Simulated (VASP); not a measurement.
Here is the system:

```
SrVO3
1.0
    3.86076     0.00000     0.00000
    0.00000     3.86076     0.00000
    0.00000     0.00000     3.86076
Sr V O
1 1 3
Direct
  0.00000   0.00000   0.00000
  0.50000   0.50000   0.50000
  0.50000   0.00000   0.50000
  0.00000   0.50000   0.50000
  0.50000   0.50000   0.00000
```

Method: PW91 GGA, VASP's PBE PAW potentials (set 64) (plane waves; VASP). Settings: 520 eV cut-off, 9×9×9 Γ-centred mesh, tetrahedra with Blöchl corrections, potentials Sr_sv V_sv O.

Task: What does the run give for the energy per atom (σ→0), band gap (on the k-mesh) with the smallest direct gap where there is one?

Result: 
- band gap (on the k-mesh) = none (metal, semimetal or under 0.01 eV)
- energy per atom (σ→0) = -7916 meV/atom

The absolute energy has meaning only against runs of the same code, potentials and settings.

The compound is SrVO3 in the cubic perovskite structure. It was relaxed first. The run is not spin-polarised, so no magnetic state was tried. The electron count is odd and the run is not spin-polarised, which forces a metal.
